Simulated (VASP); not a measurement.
```
CELL_PARAMETERS angstrom
      0.00000     3.85952     3.85952
      3.85952     0.00000     3.85952
      3.85952     3.85952     0.00000
ATOMIC_POSITIONS crystal
  Na 0.25000 0.25000 0.25000
  Na 0.75000 0.75000 0.75000
  Na 0.50000 0.50000 0.50000
  Tl 0.00000 0.00000 0.00000
```

Method: PBEsol GGA with spin-orbit coupling, VASP's PBE PAW potentials (set 64) (plane waves; VASP). Numerical set-up: 400 eV cut-off, 6×6×6 Γ-centred mesh, Gaussian smearing of 0.050 eV, potentials Na_pv Tl_d.

### Question
What does the run give for the energy per atom (σ→0), band gap (over mesh and band path) with the smallest direct gap where there is one?

### Answer

* **band gap (over mesh and band path)**: none (metal, semimetal or under 0.01 eV)
* **energy per atom (σ→0)**: -1.867 eV/atom

The absolute energy has meaning only against runs of the same code, potentials and settings.

The structure comes from a computed database's Na3Tl entry (Fm-3m); how it stands against other phases isn't given here. It was relaxed first.
